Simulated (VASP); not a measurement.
VASP ran on this input.

### INCAR
```
# general
SYSTEM   = TlBr
PREC     = Accurate
ENCUT    = 520   # plane-wave cut-off (eV)
LREAL    = .FALSE.   # projection in real space or not
LASPH    = .TRUE.   # aspherical one-centre terms

# electronic loop
EDIFF    = 1E-7   # SCF stop (eV)
NELM     = 100
ALGO     = Normal   # blocked Davidson
LMAXMIX  = 4

# smearing
ISMEAR   = -5   # tetrahedra, Bloechl

# functional
GGA      = MK
LUSE_VDW = .TRUE.
AGGAC    = 0.0
PARAM1   = 0.1234568
PARAM2   = 0.7114
ZAB_VDW  = -1.8867

# ions
ISIF     = 2   # forces and stress, cell fixed

# output
LWAVE    = .FALSE.
LCHARG   = .TRUE.
LORBIT   = 11   # lm-projected
NEDOS    = 601   # DOS grid
```

KPOINTS:
```
Automatic mesh
0
Gamma
8 8 8
0 0 0
```

POSCAR:
```
TlBr
1
    3.9722977221    -0.0000000000     0.0000000000
    0.0000000000     3.9722977221     0.0000000000
   -0.0000000000     0.0000000000     3.9722977221
Tl Br
1 1
Direct
  0.0000000000   0.0000000000   0.0000000000
  0.5000000000   0.5000000000   0.5000000000
```

POTCAR, in this order: Tl_d Br (PBE.64 set). Program: vasp_std.

Task: Write an equivalent input for Quantum ESPRESSO's pw.x.

Result: One equivalent input (not run):
```
&CONTROL
  calculation = 'scf'
  pseudo_dir = './pseudo'
  outdir = './out'
  tprnfor = .true.
  tstress = .true.
/
&SYSTEM
  ibrav = 0
  nat = 2
  ntyp = 2
  ecutwfc = 60.3
  occupations = 'tetrahedra'
  input_dft = 'vdw-df2-b86r'
/
&ELECTRONS
  conv_thr = 7.3e-09
  electron_maxstep = 100
/
ATOMIC_SPECIES
  Tl 204.380 Tl.upf
  Br 79.904 Br.upf
CELL_PARAMETERS angstrom
     3.9722977   -0.0000000    0.0000000
     0.0000000    3.9722977    0.0000000
    -0.0000000    0.0000000    3.9722977
ATOMIC_POSITIONS crystal
  Tl   0.0000000  0.0000000  0.0000000
  Br   0.5000000  0.5000000  0.5000000
K_POINTS automatic
  8 8 8 0 0 0
```
What does not carry over: the potentials are each code's own (VASP's PAW set, PseudoDojo norm-conserving files in pw.x), so ENCUT and ecutwfc are chosen apart and not converted; conv_thr bounds pw.x's estimated SCF error, while EDIFF bounds the energy change between steps.

The compound is TlBr in the CsCl type structure. It was relaxed first.
